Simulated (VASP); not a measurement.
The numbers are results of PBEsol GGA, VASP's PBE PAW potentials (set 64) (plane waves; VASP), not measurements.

A VASP calculation is set up with these files.

INCAR:
```
! general
SYSTEM   =  CoSi2
PREC     =  Accurate
ENCUT    =  520
LREAL    =  F
LASPH    =  T

! electronic loop
EDIFF    =  1E-7   ! SCF stop (eV)
NELM     =  100
ALGO     =  Normal   ! blocked Davidson
LMAXMIX  =  4

! smearing
ISMEAR   =  1   ! Methfessel-Paxton
SIGMA    =  0.1

! functional
GGA      =  PS

! ions
ISIF     =  2   ! forces and stress, cell fixed

! output
LWAVE    =  F
LCHARG   =  F
```

**POSCAR**
```
CoSi2
1
    0.0000000000     2.6828175751     2.6828175751
    2.6828175751     0.0000000000     2.6828175751
    2.6828175751     2.6828175751     0.0000000000
Co Si
1 2
Direct
  0.0000000000   0.0000000000   0.0000000000
  0.2500000000   0.2500000000   0.2500000000
  0.7500000000   0.7500000000   0.7500000000
```

File KPOINTS:
```
Automatic mesh
0
Gamma
10 10 10
0 0 0
```

POTCAR, in this order: Co Si (PBE.64 set). Program: vasp_std.

What does the run give for the energy per atom (σ→0), pressure, band gap (on the k-mesh)?

The energy per atom (σ→0) is -6.988 eV/atom, the band gap (on the k-mesh) is none (metal, semimetal or under 0.01 eV) and the pressure is -5.45 GPa.

**OSZICAR**
```
...
DAV:   8    -0.210041541830E+02   -0.18382E-01   -0.11673E+00  1376   0.929E+00    0.190E+00
DAV:   9    -0.209643802301E+02    0.39774E-01   -0.11376E-01  1440   0.700E+00    0.456E-01
DAV:  10    -0.209636370859E+02    0.74314E-03   -0.66830E-03  1580   0.102E+00    0.870E-02
DAV:  11    -0.209635785435E+02    0.58542E-04   -0.41218E-04  1676   0.368E-01    0.487E-02
DAV:  12    -0.209635883990E+02   -0.98555E-05   -0.24552E-05  1268   0.578E-02    0.231E-02
DAV:  13    -0.209635872135E+02    0.11855E-05   -0.33728E-06  1448   0.155E-02    0.462E-03
DAV:  14    -0.209635871894E+02    0.24058E-07   -0.76806E-07  1608   0.123E-02
   1 F= -.20963587E+02 E0= -.20964006E+02  d E =0.125515E-02
```

The compound is CoSi2 in the fluorite structure. This cell is one point of a volume scan, at 1.03 of the reference volume. The run is not spin-polarised, so no magnetic state was tried. The electron count is odd and the run is not spin-polarised, which forces a metal.
